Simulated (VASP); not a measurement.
A VASP calculation is set up with these files.

**INCAR**
```
SYSTEM=CsCl
PREC=Accurate; ENCUT=520; LREAL=.FALSE.
LASPH=.TRUE.
EDIFF=1E-6; NELM=100; ALGO=Normal
LMAXMIX=4
ISMEAR=0; SIGMA=0.05
GGA=RP
IBRION=2; NSW=60; ISIF=3
EDIFFG=-0.01
LWAVE=.FALSE.; LCHARG=.FALSE.
```

File POSCAR:
```
CsCl
1.0
  4.1200000000   0.0000000000   0.0000000000
  0.0000000000   4.1200000000   0.0000000000
  0.0000000000   0.0000000000   4.1200000000
Cs Cl
1 1
Cartesian
  0.0000000000   0.0000000000   0.0000000000
  2.0600000000   2.0600000000   2.0600000000
```

### KPOINTS
```
kpoints
0
gamma
  6 6 6
0 0 0
```

POTCAR, in this order: Cs_sv Cl (PBE.64 set). Program: vasp_std.

Task: Write an equivalent input for Ansatz.

Result: One equivalent input (not run):
Ansatz 0.2 input:
```yaml
crystal:
  lattice:
    - [4.1200000, 0.0000000, 0.0000000]
    - [0.0000000, 4.1200000, 0.0000000]
    - [0.0000000, 0.0000000, 4.1200000]
  atoms:
    - { symbol: Cs, position: [0.0000000, 0.0000000, 0.0000000] }
    - { symbol: Cl, position: [0.5000000, 0.5000000, 0.5000000] }
kpoints:
  mp_grid: { grid: [6, 6, 6] }
hamiltonian:
  xc: rpbe
  pseudopotentials: { kind: paw }
scf:
  occupations: { method: gaussian, width: 0.05 }
  max_iter: 100
relax:
  max_steps: 60
  f_tol: 0.01
  cell: {}
output: { forces: true, stress: true, eigenvalues: true }
```
The two are equivalent in intent, not identical: each code has its own PAW files, so the cut-off isn't converted (ENCUT is set for VASP's; basis.ecutwfc is left out, and Ansatz then takes the one that its files recommend); Ansatz stops its SCF on the density residual and VASP on the energy change (EDIFF).

The compound is CsCl in the CsCl type structure. This run relaxes it. Symmetry was kept, so distortions that lower it aren't found.
